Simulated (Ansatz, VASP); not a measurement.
# PtSe2 (1T-PtSe2 4 layers, AA): VASP beside Ansatz, part 2 of 2

Aim: how closely do two programs agree when they are given the same cell, functional and k mesh? The cell is taken from a series of runs on this material, whose earlier steps may have relaxed, scaled, displaced or heated it; both programs get it as it stands.

VASP 6.6.1 and Ansatz 0.2.0.

So far: The structure; Ansatz: single point, PBE with D3(BJ); VASP: single point, PBE with D3(BJ).

### Step 3. VASP: single point, PBE with D3(BJ) (continued)

Level of this step: PBE with D3(BJ); plane waves and PAW (Se, Pt) (VASP).

Numbers of over 12 decimals in the logs are rounded to 6 here.

From OUTCAR (step 3):

```text
ion  position               nearest neighbor table
   1  0.667  0.333  0.255-   9 2.53   9 2.53   9 2.53
   2  0.333  0.667  0.329-   9 2.52   9 2.52   9 2.52
   3  0.667  0.333  0.394-  10 2.52  10 2.52  10 2.52
   4  0.333  0.667  0.468-  10 2.52  10 2.52  10 2.52
   5  0.667  0.333  0.532-  11 2.52  11 2.52  11 2.52
   6  0.333  0.667  0.606-  11 2.52  11 2.52  11 2.52
   7  0.667  0.333  0.671-  12 2.52  12 2.52  12 2.52
   8  0.333  0.667  0.745-  12 2.53  12 2.53  12 2.53
   9  0.000  0.000  0.293-   2 2.52   2 2.52   2 2.52   1 2.53   1 2.53   1 2.53
  10  0.000  0.000  0.431-   3 2.52   3 2.52   3 2.52   4 2.52   4 2.52   4 2.52
  11  0.000  0.000  0.569-   6 2.52   6 2.52   6 2.52   5 2.52   5 2.52   5 2.52
  12  0.000  0.000  0.707-   7 2.52   7 2.52   7 2.52   8 2.53   8 2.53   8 2.53

  LATTYP: Found a hexagonal cell.
 ALAT       =     3.7541444001
 C/A-ratio  =     9.3842634323

 Subroutine GETGRP returns: Found 12 space group operations
 (whereof 12 operations were pure point group operations)

The static configuration has the point symmetry D_3d.

 Found     19 irreducible k-points:

   k-points           NKPTS =     19   k-points in BZ     NKDIM =     19   number of bands    NBANDS=     56

   dimension x,y,z NGX =    24 NGY =   24 NGZ =  240
   dimension x,y,z NGXF=    48 NGYF=   48 NGZF=  480

   ENCUT  =  400.0 eV  29.40 Ry    5.42 a.u.   6.12  6.12 57.45*2*pi/ulx,y,z

   NELECT =      88.0000    total number of electrons

 k-points in reciprocal lattice and weights: Automatic mesh
   0.00000000  0.00000000  0.00000000       0.007
   0.08333333 -0.00000000  0.00000000       0.042
   0.16666667 -0.00000000  0.00000000       0.042
   0.25000000 -0.00000000  0.00000000       0.042
   0.33333333 -0.00000000  0.00000000       0.042
   0.41666667 -0.00000000  0.00000000       0.042
   0.50000000 -0.00000000  0.00000000       0.021
   0.08333333  0.08333333  0.00000000       0.042
   0.16666667  0.08333333  0.00000000       0.083
[...]
0.33333333  0.25000000  0.00000000       0.083
   0.33333333  0.33333333  0.00000000       0.014

 dipolmoment           0.000000      0.000000      0.000000 electrons x Angstroem

 average (electrostatic) potential at core
       1 -57.4390       2 -57.7005       3 -57.7202       4 -57.7349       5 -57.7349
       6 -57.7202       7 -57.7005       8 -57.4390       9 -73.4763      10 -73.5133
      11 -73.5133      12 -73.4763

 E-fermi :   1.6514

 k-point     1 :       0.0000    0.0000    0.0000
  band No.  band energies     occupation
    ...
     39       0.4617      2.00000
     40       0.4617      2.00000
     41       0.5724      2.00000
     42       0.5724      2.00000
     43       1.1235      2.00000
     44       1.9216      0.00006
     45       2.8308      0.00000
     46       2.8308      0.00000
     47       3.2038      0.00000
     48       3.2038      0.00000
    ...

 k-point     2 :       0.0833   -0.0000    0.0000
  band No.  band energies     occupation
    ...
     39       0.4327      2.00000
     40       0.4642      2.00000
     41       0.5895      2.00000
     42       1.0027      2.00000
     43       1.4340      1.99955
     44       1.7211      0.12607
     45       2.6694      0.00000
     46       2.6901      0.00000
     47       2.8657      0.00000
     48       3.0886      0.00000
    ...

 k-point     3 :       0.1667   -0.0000    0.0000
  band No.  band energies     occupation
    ...
     40       0.4000      2.00000
     41       0.5580      2.00000
     42       0.7152      2.00000
     43       1.1512      2.00000
     44       1.5266      1.98410
     45       2.3015      0.00000
     46       2.4401      0.00000
     47       2.4510      0.00000
     48       2.6124      0.00000
     49       2.9004      0.00000
    ...

 Edisp (eV)   -5.23798

  Total      -0.10948    -0.10948    -0.08143    -0.00000     0.00000    -0.00000
  in kB      -0.40791    -0.40791    -0.30341    -0.00000     0.00000    -0.00000
  external pressure =       -0.37 kB  Pullay stress =        0.00 kB

  energy-cutoff  :      400.00
  volume of cell :      430.00
      direct lattice vectors                 reciprocal lattice vectors
     3.754144400  0.000000000  0.000000000     0.266372279  0.153790107  0.000000000
    -1.877072200  3.251184420  0.000000000     0.000000000  0.307580214  0.000000000
     0.000000000  0.000000000 35.229880014     0.000000000  0.000000000  0.028384996

 POSITION                                       TOTAL-FORCE (eV/Angst)
 -----------------------------------------------------------------------------------
      1.87707      1.08373      9.00000        -0.000000      0.000000     -0.000029
     -0.00000      2.16746     11.58917        -0.000000      0.000000      0.001166
      1.87707      1.08373     13.89642        -0.000000      0.000000     -0.005258
     -0.00000      2.16746     16.47465         0.000000     -0.000000      0.002489
      1.87707      1.08373     18.75523        -0.000000     -0.000000     -0.002489
     -0.00000      2.16746     21.33346         0.000000     -0.000000      0.005258
      1.87707      1.08373     23.64071         0.000000     -0.000000     -0.001166
     -0.00000      2.16746     26.22988         0.000000     -0.000000      0.000029
      0.00000      0.00000     10.31102        -0.000000     -0.000000     -0.001242
      0.00000      0.00000     15.18546        -0.000000     -0.000000      0.000339
      0.00000      0.00000     20.04442        -0.000000     -0.000000     -0.000339
      0.00000      0.00000     24.91886        -0.000000     -0.000000      0.001242
 -----------------------------------------------------------------------------------
    total drift:                                0.000000     -0.000000      0.000000

  FREE ENERGIE OF THE ION-ELECTRON SYSTEM (eV)
  ---------------------------------------------------
  free  energy   TOTEN  =       -62.1106947977 eV

  energy  without entropy=      -62.1031700172  energy(sigma->0) =      -62.10693241

 vacuum level on the upper side and lower side of the slab         6.343         6.343

 total charge
# of ion       s       p       d       tot
------------------------------------------
    1        1.478   2.240   0.054   3.772
    2        1.486   2.224   0.070   3.781
    3        1.488   2.222   0.070   3.780
    4        1.488   2.222   0.070   3.780
    5        1.488   2.222   0.070   3.780
    6        1.488   2.222   0.070   3.780
    7        1.486   2.224   0.070   3.781
    8        1.478   2.240   0.054   3.772
    9        0.672   0.681   8.006   9.359
   10        0.676   0.681   8.025   9.381
   11        0.676   0.681   8.025   9.381
   12        0.672   0.681   8.006   9.359
--------------------------------------------------
tot         14.578  20.540  32.589  67.707

[... 3 further parts left out ...]
```

### Step 4. Side by side

Known differences besides the potentials themselves: the data sets hold 200 valence electrons in Ansatz (on its PAW soft_1 files) and 88 in VASP; the cutoff is 420 eV in Ansatz and 400 eV in VASP. Total energies have different zeros and are not compared.

Both answers:

| quantity | Ansatz | VASP | difference |
| --- | --- | --- | --- |
| work function, lower of the two faces (eV) | 4.68 | 4.69 | -0.01 |
| work function, higher of the two faces (eV) | 4.68 | 4.69 | -0.01 |

With vacuum in the cell, a pressure given here is an average over mostly empty space and none of the material.

### Step 5. Outcome

| Quantity | Value |
| --- | --- |
| difference in work function, lower of the two faces (single point, PBE with D3(BJ)) | -0.0099 eV |

**Reading.** The difference in work function, lower of the two faces is -0.0099 eV (single point, PBE with D3(BJ)). The data sets hold unlike numbers of valence electrons (200 in Ansatz and 88 in VASP), so part of the differences comes from the potentials. How closely two codes agree says nothing of how well the functional describes the real material.

[Lines on the potential files, build, host, timing and source positions are cut from VASP's logs without a mark.]

[Logs are printed without paths, hosts, clocks, repeated set-up lines and the standing remarks that a program may print on its own settings, such as how far it seeks lower states.]

[Hosts, paths, dates, database ids (printed as entryN), source tags and the programs' standing remarks are cut or masked in the printed files.]
